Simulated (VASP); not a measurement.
An input for Ansatz (written as the equivalent of a VASP run, and not itself run):

Ansatz 0.2 input:
```yaml
crystal:
  lattice:
    - [0.0000000, 3.2242919, 3.2242919]
    - [3.2242919, 0.0000000, 3.2242919]
    - [3.2242919, 3.2242919, 0.0000000]
  atoms:
    - { symbol: Ag, position: [1.0000000, 1.0000000, 1.0000000] }
    - { symbol: I, position: [0.2500000, 0.2500000, 0.2500000] }
kpoints:
  mp_grid: { grid: [7, 7, 7] }
hamiltonian:
  xc: pbesol
  pseudopotentials: { kind: paw }
scf:
  occupations: { method: gaussian, width: 0.05 }
  max_iter: 100
relax:
  max_steps: 40
  f_tol: 0.02
  cell: {}
output: { forces: true, stress: true, eigenvalues: true }
```

Question: Write the VASP files for the same calculation (PBEsol).

Answer: One answer among several that fit: 
**KPOINTS**
```
Automatic mesh
0
Gamma
7 7 7
0 0 0
```

**INCAR**
```
IBRION = 2   # conjugate gradients
GGA = PS   # PBEsol
NELM = 100
ISMEAR = 0
ALGO = Normal   # blocked Davidson
LREAL = .False.   # projection in real space or not
SIGMA = 0.05
NSW = 40
SYSTEM = AgI
EDIFFG = -0.02
LCHARG = .False.
ENCUT = 500   # plane-wave cut-off (eV)
LASPH = .True.
LWAVE = .False.
EDIFF = 1E-6   # SCF stop (eV)
PREC = Accurate
LMAXMIX = 4   # l cut-off of mixed one-centre charges
ISIF = 3   # ions, shape and volume
```

**POSCAR**
```
AgI
1.0
  0.0000000000   3.2242919172   3.2242919172
  3.2242919172   0.0000000000   3.2242919172
  3.2242919172   3.2242919172   0.0000000000
Ag I
1 1
Cartesian
  6.4485838344   6.4485838344   6.4485838344
  1.6121459586   1.6121459586   1.6121459586
```

POTCAR, in this order: Ag I (PBE.64 set). Program: vasp_std.

What does not carry over: each code has its own PAW files, so the cut-off isn't converted (ENCUT is set for VASP's; basis.ecutwfc is left out, and Ansatz then takes the one that its files recommend); Ansatz stops its SCF on the density residual and VASP on the energy change (EDIFF).

The compound is AgI in the zinc blende structure, whereas wurtzite is the usual form. It was relaxed first.
